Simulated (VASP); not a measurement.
Given:

```
MgZnO2
1.0
    3.22040     0.00000     0.00000
   -1.61020     2.78894     0.00000
    0.00000     0.00000     5.07274
Mg Zn O
1 1 2
Direct
  0.33333   0.66667   0.49700
  0.66667   0.33333   0.00328
  0.33333   0.66667   0.88342
  0.66667   0.33333   0.38829
```

Level of theory: LDA (Ceperley-Alder, Perdew-Zunger) with spin-orbit coupling, VASP's LDA PAW potentials (set 64) (plane waves; VASP). Run with 520 eV cut-off, 7×7×4 Γ-centred mesh, Gaussian smearing of 0.050 eV, potentials Mg Zn O.

Task: Give the energies of bands 17 to 30 at the high-symmetry points, in eV from the valence-band maximum.

Result: 
| band | Γ | M | K | A | L | H |
|---|---|---|---|---|---|---|
| 17 | -1.46 | -2.96 | -3.87 | -1.42 | -3.12 | -3.45 |
| 18 | -1.46 | -2.96 | -3.85 | -1.42 | -3.12 | -3.42 |
| 19 | -1.44 | -2.69 | -2.57 | -1.36 | -1.88 | -2.77 |
| 20 | -1.44 | -2.69 | -2.54 | -1.36 | -1.88 | -2.74 |
| 21 | -0.27 | -2.16 | -2.15 | -1.34 | -1.83 | -2.27 |
| 22 | -0.27 | -2.16 | -2.15 | -1.34 | -1.83 | -2.21 |
| 23 | -0.04 | -1.41 | -1.78 | -0.10 | -1.15 | -1.31 |
| 24 | -0.04 | -1.41 | -1.75 | -0.10 | -1.15 | -1.29 |
| 25 | 0.00 | -0.87 | -1.74 | -0.05 | -0.86 | -0.89 |
| 26 | 0.00 | -0.87 | -1.70 | -0.05 | -0.86 | -0.89 |
| 27 | 1.82 | 6.62 | 7.52 | 3.97 | 6.05 | 7.67 |
| 28 | 1.82 | 6.62 | 7.54 | 3.97 | 6.05 | 7.68 |
| 29 | 6.82 | 7.19 | 8.04 | 5.06 | 6.46 | 8.22 |
| 30 | 6.82 | 7.19 | 8.04 | 5.06 | 6.46 | 8.22 |

The gap is direct, 1.82 eV, from the valence maximum at Γ to the conduction minimum at Γ.

The structure comes from a computed database's MgZnO2 entry (P3m1); how it stands against other phases isn't given here. It was relaxed first, which changed the volume by -8 %.
